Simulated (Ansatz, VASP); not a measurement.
# Si2Mo: VASP beside Ansatz, part 2 of 2

One calculation is typed for both programs; each brings its own data sets. How far apart do they land? The cell is taken from a series of runs on this material, whose earlier steps may have relaxed, scaled, displaced or heated it; both programs get it as it stands.

VASP 6.6.1 and Ansatz 0.2.0.

So far: The starting structure; VASP: zone-centre phonons, LDA.

## (3) Ansatz: zone-centre phonons, LDA

Level of this step: Ansatz beside VASP: Kohn-Sham DFT, plane waves, LDA (Ansatz).

Ansatz runs on its PAW soft_1 files.

The same cell, functional (in two slightly different forms), mesh and smearing now go to Ansatz, which takes its cutoff from its data sets.

File input.yaml:

```yaml
crystal:
  lattice:
    - [-1.598421402, 1.598421402, 3.9111066927]
    - [1.598421402, -1.598421402, 3.9111066927]
    - [1.598421402, 1.598421402, -3.9111066927]
  atoms:
    - { symbol: Si, position: [0.3355721069, 0.3355721069, 0.0] }
    - { symbol: Si, position: [0.6644278931, 0.6644278931, 0.0] }
    - { symbol: Mo, position: [0.0, 0.0, 0.0] }
kpoints:
  mp_grid: { grid: [20, 20, 20] }
hamiltonian:
  xc: lda
  pseudopotentials: { kind: paw, azcp: { folder: soft_1 }, xc_functional: pbe }
scf:
  occupations: { method: methfessel_paxton, width: 0.2 }
output:
  eigenvalues: true
phonons:
  method: dfpt
```

Launch:

```console
ansatz run input.yaml --threads 4 --pin off --max-ram 10240MiB --backend cpu --events-out ev --progress --plain --runs-dir out
```

Numbers of over 12 decimals in the logs are rounded to 6 here.

What it wrote:

```text
zone centre: on kpoints.mp_grid the ground state, and the responses unless they are solved on pairs of k-points, stand on 1166 of the mesh's 8000 k-points, reduced under 4 symmetry operations, with k and −k counted as one. Each operation leaves every solved displacement unchanged or reverses it
Engine: ansatz 0.2.0, x86_64-unknown-linux-gnu
Pseudopotentials: kind: paw
Pseudopotential: Si, paw, valence charge 4, recommended cutoff 420 eV (normal), soft_1/Si.paw.azcp
Pseudopotential: Mo, paw, valence charge 14, recommended cutoff 420 eV (normal), soft_1/Mo.paw.azcp
Functional definition: SPW92
  exchange = slater_x
  correlation = pw_c
Crystal: 3 atoms, lattice volume = 39.971 Å³
Basis set: ecut = 420 eV, 769 PW (Γ), exchange–correlation on 64×64×64 points (8 copies of the dense FFT grid, shifted against one another)
Bands: 15, of which v1, the nominal top of the filled ones, is band 11 counted from 1 (10 counted from 0)
Symmetry: 16 space group operations
k-points: 1166 of 8000 (irreducible under 4 space group operations, time reversal used)
Non-local potential: Si, projectors of the file, l = 0: 2, l = 1: 2, l = 2: 1
Non-local potential: Mo, projectors of the file, l = 0: 3, l = 1: 2, l = 2: 2, l = 3: 1
PAW form: soft (Blöchl's): semilocal exchange-correlation on the pseudo side does not see the compensation charge
PAW frozen core: Si, regenerated for the run's functional, and the local potential with it (the file was generated under x = pbe(κ = 0.804, μ = 0.219515), c = pbe(β = 0.066725))
PAW frozen core: Mo, regenerated for the run's functional, and the local potential with it (the file was generated under x = pbe(κ = 0.804, μ = 0.219515), c = pbe(β = 0.066725))
PAW one-centre angular grid: Si, 110 points (default); XC on 64 Gauss nodes
PAW one-centre angular grid: Mo, 590 points (default); XC on 64 Gauss nodes
Initial density: superposition of atomic densities (chi_scale 0.1, normalization cell, long waves kept (reshape's long-wave potential 0.00 eV rms))
Initial wavefunctions: pseudopotential atomic-orbital guess
Functional: x = slater, c = lda
SCF iter   1: F=—  HF=-6063.189485 eV  |F-HF|=—  |Δ(HF+E_count)|=         —  Δρ=9.24e-2  dr2=5.16e0  ethr=3.10e-3  ⟨swp⟩=5.3  Hψ=99283  notcnv=0
preconditioner: auto → Kerker (q_TF=auto, 2.470 Å⁻¹)  [metal: Δε(μ)=0.007 eV  Ē_g=8.129 eV  σ=0.200 eV  W_gap=0.03  n_scr=10 (ndim 8)  ℏωp=22.0 eV  f_vac=0.000  D(μ)=0.52/eV (n_scr^D=0)]
SCF iter   2: F=—  HF=-6062.011008 eV  |F-HF|=—  |Δ(HF+E_count)|=    1.18e0  S|Δr|=    0.00e0  Δρ=3.03e-2  dr2=2.61e-1  ethr=3.10e-3  ⟨swp⟩=2.2  Hψ=43447  notcnv=0
SCF iter   3: F=—  HF=-6061.958121 eV  |F-HF|=—  |Δ(HF+E_count)|=   5.29e-2  S|Δr|=    0.00e0  Δρ=1.43e-2  dr2=5.88e-2  ethr=1.18e-3  ⟨swp⟩=2.2  Hψ=23608  notcnv=0
SCF iter   4: F=—  HF=-6061.944622 eV  |F-HF|=—  |Δ(HF+E_count)|=   1.35e-2  S|Δr|=    0.00e0  Δρ=2.45e-3  dr2=2.42e-3  ethr=2.67e-4  ⟨swp⟩=2.3  Hψ=25557  notcnv=0
SCF iter   5: F=—  HF=-6061.943928 eV  |F-HF|=—  |Δ(HF+E_count)|=   6.93e-4  S|Δr|=    0.00e0  Δρ=3.49e-4  dr2=9.15e-5  ethr=1.10e-5  ⟨swp⟩=2.8  Hψ=28770  notcnv=0
SCF iter   6: F=—  HF=-6061.943911 eV  |F-HF|=—  |Δ(HF+E_count)|=   1.78e-5  S|Δr|=    0.00e0  Δρ=3.53e-5  dr2=8.82e-7  ethr=4.16e-7  ⟨swp⟩=2.2  Hψ=22126  notcnv=0
SCF iter   7: F=—  HF=-6061.943910 eV  |F-HF|=—  |Δ(HF+E_count)|=   1.32e-7  S|Δr|=    0.00e0  Δρ=6.05e-6  dr2=1.69e-8  ethr=4.01e-9  ⟨swp⟩=2.3  Hψ=24515  notcnv=0
SCF iter   8: F=—  HF=-6061.943910 eV  |F-HF|=—  |Δ(HF+E_count)|=   2.38e-9  S|Δr|=    0.00e0  Δρ=9.68e-7  dr2=3.25e-10  ethr=7.67e-11  ⟨swp⟩=2.5  Hψ=29700  notcnv=0
SCF iter   9: F=-6061.943910 eV  HF=-6061.943910 eV  |F-HF|=2.73e-12  |Δ(HF+E_count)|=  1.02e-10  S|Δr|=    0.00e0  Δρ=1.55e-7  dr2=7.23e-12  ethr=1.00e-12  ⟨swp⟩=3.9  Hψ=80542  notcnv=0
the search or the solves at the SCF's close seem to have found levels that the self-consistency loop had missed (the run counts 2). By its estimate they hold under 1e-12 electrons; where the run keeps them, the occupations were computed again with them
SCF 1 converged in 9 iterations: F = -6061.943910 eV  dr2 = 7.23e-12
  greatest PAW one-centre occupation: 0.998 electrons in one spin orbital (limit 2), on the Mo atom at site 2 (counted from 0), in its partial waves of l = 0
DFPT response loops at Γ: preconditioner auto → Kerker (q_TF=auto, 2.470 Å⁻¹) (partly filled bands, converged f_vac=0.000); β = 1.00, the filter's whole step (`scf.mixing.beta` (0.50) is not read by the response loops under this deck's `scf.mixing.preconditioner`; to damp them name `kerker` or `kerker_dos`, under which they read `scf.mixing.beta`, and type it under 1.00, their step now; both keys bind the ground state too); Broyden in place of MSR1
SCF converged after 9 iterations
Stability not checked: this state was not tested for a lower state beside it, because cold or Methfessel-Paxton smearing, or corrected tetrahedra, fill the levels in a way that the test cannot read (fill_not_monotonic; see scf.lower_state_search)
Free energy (F): -6061.943910 eV
Harris-Foulkes:  -6061.943910 eV  (|F-HF|=2.73e-12)
Internal energy: -6061.944623 eV  (E = F + TS)
E sigma→0 (E₀):  -6061.944089 eV
Entropy (-TS):   0.000713 eV (0.238 meV/atom)
Fermi energy:    15.808923 eV
--- Per-component energies (eV) ---
  E_band       = -49.112578
  E_kinetic    = 513.442454
  E_local      = -1134.168717  (includes V_loc(G=0)·N_el)
  E_nonlocal   = 199.802646
  E_hartree    = 430.552525
  E_xc         = -292.025398
  E_vxc        = -321.811589  (∫ρ·V_xc dr)
  E_paw        = -4069.999695  (= ΣΔE_a)
  E_vpaw       = -167.482506  (= ΣTr[D̂ρ^β])
  E_aug_tail   = 0.000118  (compensation charges beyond the density's cutoff)
  E_ewald      = -1710.190034
  E_core_change = 0.641477  (= ΣΔE_core)
  E_smearing   = 0.000713  (= −TS)
  E_closure    = -0.000000  (closes the sum)
  Σ components = -6061.943910   (vs F -6061.943910, Δ=0.00e0)
--- Band table (eV; the first three rows and the last of 1166) ---
  k-point 0: bands = [... 7 lower, 12.7100, 13.2045, 13.2045, 16.1833, 18.9871, 19.1030, 19.3152, 19.3152]
  k-point 1: bands = [... 7 lower, 12.7326, 13.0038, 13.5800, 15.8747, 18.7103, 19.2032, 19.2573, 19.3546]
  k-point 2: bands = [... 7 lower, 12.5004, 12.8025, 14.1323, 15.1121, 18.2620, 19.1298, 19.4532, 19.5166]
  k-point 1165: bands = [... 7 lower, 13.6342, 15.2373, 15.2373, 15.3664, 15.3664, 16.3181, 20.5674, 20.8867]
--- Phonons (Γ-DFPT): 4 representative perturbations + reference, on 1166 of 8000 k-points (Σ response iterations 12) ---
  k mesh reduced under 4 symmetry operations, with k and −k counted as one. Each operation leaves every solved displacement unchanged or reverses it
  ASR residual: 5.133e-5 → 0.000e0 eV/Å²; symmetrization residual: 3.274e-6 eV/Å²
  ASR residual per site (eV/Å²): 5.13e-5 5.13e-5 1.08e-5
  Γ frequencies (cm⁻¹): 0.00 0.00 0.00 268.49 268.49 307.77 320.09 320.09 428.79
  non-analytic LO–TO correction: not included (Born effective charges unavailable; polar crystals: no LO–TO splitting at Γ)
```

Reading the cycles: dr2 is the Hartree energy of the density residual (eV), the measure of convergence; HF is the Harris–Foulkes estimate of the energy, which meets the free energy F at convergence.

## (4) Comparison

Known differences besides the potentials themselves: the cutoff is 420 eV in Ansatz and 500 eV in VASP; VASP's log shows a relativistic correction to its local exchange, Ansatz's none. Total energies have different zeros and are not compared.

Compared:

```
                  quantity  Ansatz   VASP  difference
optical mode 1 to 2 (cm⁻¹)   268.5  270.0     -0.54 %
     optical mode 3 (cm⁻¹)   307.8  309.4     -0.53 %
optical mode 4 to 5 (cm⁻¹)   320.1  320.6     -0.17 %
     optical mode 6 (cm⁻¹)   428.8  428.9     -0.03 %
```

Modes are paired by rising frequency, not by their patterns, so a pair may set unlike modes beside each other; they are those without the splitting of longitudinal modes.

## (5) Results

* r.m.s. difference of the optical zone-centre modes, each program's sorted by frequency (zone-centre phonons, LDA): 1.1 cm⁻¹
* difference in optical mode 1 to 2 (zone-centre phonons, LDA): -0.5 %

The r.m.s. difference of the optical zone-centre modes, each program's sorted by frequency is 1.1 cm⁻¹ (zone-centre phonons, LDA). Among the rows given in per cent, the largest difference of the zone-centre phonons, LDA pair is in optical mode 1 to 2, -0.5 %. Such differences can come from data sets, numerical settings and the points named under the comparisons, not from the functional's error against experiment.

[Lines on the potential files, build, host, timing and source positions are cut from VASP's logs without a mark.]

[Logs are printed without paths, hosts, clocks, repeated set-up lines and the standing remarks that a program may print on its own settings, such as how far it seeks lower states.]

[Hosts, paths, dates, database ids (printed as entryN), source tags and the programs' standing remarks are cut or masked in the printed files.]
